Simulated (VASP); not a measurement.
Consider the following.

```
C
1.0
    1.24512    -2.15661     0.00000
    1.24512     2.15661     0.00000
    0.00000     0.00000     8.02364
C
4
Direct
  0.00000   0.00000   0.25000
  0.00000   0.00000   0.75000
  0.33333   0.66667   0.25000
  0.66667   0.33333   0.75000
```

All values below come from PW91 GGA, VASP's PBE PAW potentials (set 64) (plane waves; VASP). Settings: 520 eV cut-off, 10×10×3 Γ-centred mesh, Gaussian smearing of 0.050 eV, potentials C.

Without a dispersion term in the relaxation, distances and binding between the weakly bound layers, chains or molecules are unreliable, and so is what depends on them.

Q: The ions and cell shape at fixed volume are relaxed. Predict the relaxed structure.

A: 
```
C
1.0
    1.23294    -2.13552     0.00000
    1.23294     2.13552     0.00000
    0.00000     0.00000     8.18289
C
4
Direct
  0.00000   0.00000   0.25000
  0.00000   0.00000   0.75000
  0.33333   0.66667   0.25000
  0.66667   0.33333   0.75000
```
Space group P6_3/mmc (194), at a tolerance of 0.03 Å.

Q: How much energy does the relaxation gain?

A: The energy (σ→0) changes by -6.6 meV/atom, in 3 ionic steps.

```
step  E(σ→0) (eV)  max force (eV/Å)  pressure (GPa)  volume (Å³)
----  -----------  ----------------  --------------  -----------
1        -36.9398             0.000           -6.25        43.09
2        -36.9659             0.000            0.70        43.09
3        -36.9661             0.000            0.20        43.09
```

The compound is C in the graphite structure. This cell is one point of a volume scan, at 1.03 of the reference volume. Symmetry was kept, so distortions that lower it aren't found.
